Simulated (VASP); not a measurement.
Level of theory: revTPSS meta-GGA, VASP's PBE PAW potentials (set 64) (plane waves; VASP).

VASP ran on this input.

POSCAR:
```
CdS
1
    2.0938807665    -3.6267076949    -0.0000000000
    2.0938807665     3.6267076949     0.0000000000
    0.0000000000     0.0000000000     6.7956333705
Cd S
2 2
Direct
  0.6666670000   0.3333330000   0.4999445523
  0.3333330000   0.6666670000   0.9999445523
  0.6666670000   0.3333330000   0.8770554477
  0.3333330000   0.6666670000   0.3770554477
```

INCAR:
```
SYSTEM=CdS
PREC=Accurate; ENCUT=520; LREAL=.False.
LASPH=.True.
EDIFF=1E-6; NELM=100; ALGO=Normal
LMAXMIX=4; LMIXTAU=.True.
ISMEAR=0; SIGMA=0.05
METAGGA=RTPSS
IBRION=2; NSW=60; ISIF=3
EDIFFG=-0.02
LWAVE=.False.; LCHARG=.False.
```

**KPOINTS**
```
Automatic mesh
0
Gamma
6 6 3
0 0 0
```

POTCAR, in this order: Cd S (PBE.64 set). Program: vasp_std.

### Question
Estimate the energy per atom (σ→0), band gap (on the k-mesh).

### Answer

- energy per atom (σ→0): 4.687 eV/atom
- band gap (on the k-mesh): 1.29 eV

**OSZICAR**
```
...
DAV:  19     0.187469108839E+02    0.13475E-05   -0.17883E-05   778   0.340E-02    0.122E-01
DAV:  20     0.187468922964E+02   -0.18587E-04   -0.19462E-05   658   0.246E-02    0.791E-02
DAV:  21     0.187468004174E+02   -0.91879E-04   -0.47925E-05   640   0.472E-02    0.209E-02
DAV:  22     0.187467863440E+02   -0.14073E-04   -0.11032E-05   696   0.258E-02    0.315E-02
DAV:  23     0.187467904916E+02    0.41476E-05   -0.11271E-05   700   0.242E-02    0.163E-02
DAV:  24     0.187467899289E+02   -0.56278E-06   -0.12693E-05   682   0.186E-02    0.736E-03
DAV:  25     0.187467898219E+02   -0.10696E-06   -0.46369E-07   368   0.593E-03
   1 F= 0.18746790E+02 E0= 0.18746790E+02  d E =0.187468E+02
```

The compound is CdS in the wurtzite structure. It was relaxed first. The start is the result of an earlier pass.
